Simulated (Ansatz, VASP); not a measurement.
# Cross-check of NiTe2 between VASP and Ansatz, part 2 of 2

One calculation is typed for both programs; each brings its own data sets. How far apart do they land? Of the first pair: The structure shown is the start of the Ansatz relaxation below; VASP solves that cell, so the two are compared at the walk's first step.

VASP 6.6.1 and Ansatz 0.2.0.

So far. Step 6 (VASP: single point, PBEsol, relaxed cell, pair 2): The run ends at a pressure of 0.02 GPa, with forces up to 0.020 eV/Å.

### Step 7. Differences

What differs besides the data sets and the points named for the pairs above, as far as they apply: the data sets hold 50 valence electrons in Ansatz (on its default PAW (the set named soft_2) files) and 22 in VASP. Total energies have different zeros and are not compared.

At this near-relaxed geometry the largest component of a force difference is 18 meV/Å. With vacuum in the cell, a pressure given here is an average over mostly empty space and none of the material.

### Step 8. Ansatz: relaxation, PBEsol

The two programs are compared at the cell with which this relaxation starts, whose forces are those of its first step.

The structure compared here is the start of the Ansatz relaxation; VASP solves that cell, so the two are compared at the walk's first step.

The input, input.yaml:

```yaml
crystal:
  lattice:
    - [3.6167169734, 0.0, 0.0]
    - [-1.8083584867, 3.1321687772, 0.0]
    - [0.0, 0.0, 31.0]
  atoms:
    - { symbol: Ni, position: [0.3333333333, 0.6666666667, 0.3225806452] }
    - { symbol: Te, position: [0.6666666667, 0.3333333333, 0.3702350913] }
    - { symbol: Te, position: [0.6666666667, 0.3333333333, 0.274926199] }
  periodic: [true, true, false]
kpoints:
  mp_grid: { grid: [15, 15, 1] }
hamiltonian:
  xc: pbesol
scf:
  occupations: { method: gaussian, width: 0.1 }
output:
  forces: true
  stress: true
  eigenvalues: true
  write_density: true
  write_potential: true
  elf: true
  volumetric_format: npy
relax:
  adjacent_minimum: "off"
  f_tol: 0.005
  max_steps: 80
  cell: { stress_2d_tol: 0.02 }
```

Command:

```
ansatz run input.yaml --threads 8 --pin off --max-ram 14336MiB --backend cpu --events-out ev --progress --plain --runs-dir out
```

Numbers of over 12 decimals in the logs are rounded to 6 here.

Log:

```text
[...]
Crystal: 3 atoms, lattice volume = 351.173 Å³
Basis set: ecut = 420 eV, 6763 PW (Γ), exchange–correlation on 50×50×432 points (8 copies of the dense FFT grid, shifted against one another)
Bands: 30, of which v1, the nominal top of the filled ones, is band 25 counted from 1 (24 counted from 0)
Symmetry: 12 space group operations
[...]
° read free of the cell's end (the report's vacuum.weakly_bound_levels)
--- Relaxed structure (3 steps of the walk, 3 accepted, 1 SCFs on fresh bases) ---
[...]
cell:  # Å, volume = 350.6039 Å³
    - [3.613784, 1.0854013710827146e-19, 0]
    - [-1.806892, 3.129629, 0]
    - [0, 0, 31.0]
  atoms:
    - { symbol: Ni, position: [0.333333, 0.666667, 0.322581] }
    - { symbol: Te, position: [0.666667, 0.333333, 0.370179] }
    - { symbol: Te, position: [0.666667, 0.333333, 0.274982] }
[key lines of the parts left out:]
SCF converged after 10 iterations
Free energy (F): -19608.142348 eV
Fermi energy:    -4.077708 eV
P = ½ c Tr σ = -0.0155 N/m
```

### Step 9. VASP: single point, PBEsol, start cell, pair 3

The same cell, functional, mesh and smearing now go to VASP, with its own data sets.

The input, INCAR:

```
SYSTEM = NiTe2
PREC = Accurate
ENCUT = 520
EDIFF = 1E-06
NELM = 120
ISMEAR = 0
SIGMA = 0.1
LREAL = .FALSE.
ALGO = Normal
GGA = PS
NBANDS = 17
LASPH = .TRUE.
LORBIT = 11
LWAVE = .FALSE.
LCHARG = .FALSE.
ISIF = 2
LDIPOL = .TRUE.
IDIPOL = 3
DIPOL = 0.5 0.5 0.323
LVHAR = .TRUE.
GGA_COMPAT = .FALSE.
NELMDL = -8
KPAR = 2
```

The input, POSCAR:

```
NiTe2
1.0
    3.6167170000      0.0000000000      0.0000000000
   -1.8083580000      3.1321690000      0.0000000000
    0.0000000000      0.0000000000     31.0000000000
Ni Te
1 2
Direct
    0.3333332944      0.6666667731      0.3225806452
    0.6666664291      0.3333332269      0.3702350968
    0.6666664291      0.3333332269      0.2749261935
```

The input, KPOINTS:

```
Automatic mesh
0
Gamma
15 15 1
0 0 0
```

Potentials, in the order of the species: Ni and Te (PBE family, release 64).

Command:

```
mpirun -np 2 vasp_std
```

Log:

```text
[... set-up lines as in an earlier step ...]
 entering main loop
       N       E                     dE             d eps       ncg     rms          rms(c)
DAV:   1     0.138449083110E+03    0.13845E+03   -0.68816E+03   918   0.909E+02
DAV:   2    -0.130353706773E+01   -0.13975E+03   -0.13357E+03  1258   0.201E+02
DAV:   3    -0.139264103438E+02   -0.12623E+02   -0.12514E+02  1163   0.673E+01
DAV:   4    -0.143142490205E+02   -0.38784E+00   -0.38701E+00  1457   0.127E+01
[...]
DAV:  26    -0.133479977752E+02   -0.18642E-05   -0.52871E-08   896   0.138E-03    0.153E-04
DAV:  27    -0.133479988962E+02   -0.11210E-05   -0.13503E-08   918   0.549E-04    0.202E-04
DAV:  28    -0.133479992900E+02   -0.39374E-06   -0.25725E-09   946   0.438E-04
   1 F= -.13347999E+02 E0= -.13343011E+02  d E =-.997594E-02
```

From OUTCAR (step 9):

```text
  Total       -0.0691987     -0.0691987     -0.0448731     -0.0000000      0.0000000     -0.0000000
  in kB       -0.3157089     -0.3157089     -0.2047270     -0.0000001      0.0000000     -0.0000000
  external PRESSURE =      -0.2787149 kB  Pullay stress =       0.0000000 kB

 POSITION                                       TOTAL-FORCE (eV/Angst)
 -----------------------------------------------------------------------------------
      0.00000      2.08811     10.00000        -0.000000      0.000000      0.000000
      1.80836      1.04406     11.47729        -0.000000     -0.000000     -0.013688
      1.80836      1.04406      8.52271         0.000000      0.000000      0.013688
 -----------------------------------------------------------------------------------
    total drift:                                0.000352      0.000149     -0.000108

  FREE ENERGIE OF THE ION-ELECTRON SYSTEM (eV)
  ---------------------------------------------------
  free  energy   TOTEN  =       -13.3479992900 eV

  energy  without entropy=      -13.3380233464  energy(sigma->0) =      -13.34301132

[... 3 further parts left out ...]
[key lines of the parts left out:]
E-fermi :  -1.6963
```

The run ends at a pressure of -0.03 GPa, with forces up to 0.014 eV/Å.

### Step 10. Side by side

What differs besides the data sets and the points named for the pairs above, as far as they apply: the data sets hold 50 valence electrons in Ansatz (on its default PAW (the set named soft_2) files) and 22 in VASP; the cutoff is 420 eV in Ansatz and 520 eV in VASP. Total energies have different zeros and are not compared.

At this near-relaxed geometry the largest component of a force difference is 19 meV/Å. With vacuum in the cell, a pressure given here is an average over mostly empty space and none of the material.

### Step 11. What came out

* r.m.s. force difference (single point, PBEsol, start cell, pair 1): 1.4 % of the r.m.s. force
* r.m.s. force difference (single point, PBEsol, relaxed cell, pair 2): 8.3 meV/Å
* r.m.s. force difference (single point, PBEsol, start cell, pair 3): 9.2 meV/Å

The r.m.s. force difference is 9.2 meV/Å (single point, PBEsol, start cell, pair 3), within the 12 meV/Å picked in this series as the mark of a large difference. The data sets hold unlike numbers of valence electrons (50 in Ansatz and 22 in VASP), so part of the differences comes from the potentials. 2 further runs of this series are not shown here. Such differences can come from data sets, numerical settings and the points named under the comparisons, not from the functional's error against experiment.

[Lines on the potential files, build, host, timing and source positions are cut from VASP's logs without a mark.]

[Logs are printed without paths, hosts, clocks, repeated set-up lines and the standing remarks that a program may print on its own settings, such as how far it seeks lower states.]

[Hosts, paths, dates, database ids (printed as entryN), source tags and the programs' standing remarks are cut or masked in the printed files.]
